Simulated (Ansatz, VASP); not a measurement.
Two plane-wave programs on Al3Ag

```
Al Ag
1.0
     3.96963    0.00000    0.00000
     0.00000    3.96963    0.00000
     0.00000    0.00000    3.96963
Al Ag
3 1
Direct
  0.00000 0.50000 0.50000
  0.50000 0.00000 0.50000
  0.50000 0.50000 0.00000
  0.00000 0.00000 0.00000
```

The cell comes from a database or a generator and needn't be the stable form of this composition.

Alike in both runs: task single point; functional LDA; k mesh 6 × 6 × 6; no spin polarisation.

|  | VASP | Ansatz |
| --- | --- | --- |
| version | VASP 6.6.1 | Ansatz 0.2.0 |
| potentials or method | VASP PAW LDA potentials, release 64 (Al, Ag) | plane waves, PAW |
| plane-wave cutoff (eV) | 520 | 500 |
| occupations | methfessel-paxton of order 1, width 0.15 eV | cold, width 0.15 eV |
| valence electrons in the cell | 20 | 28 |

VASP gave:

| Property | Result |
| --- | --- |
| gap on the k mesh at the Fermi level (eV) | none |
| pressure (GPa) | 2.1 |

Q: What did Ansatz give for the same quantities?

A: gap on the k mesh at the Fermi level (eV): none; pressure (GPa): 2.0.

A gap of «none» marks a metal or a gap that the smearing closes. The two sets of potentials don't hold the same shells in valence.
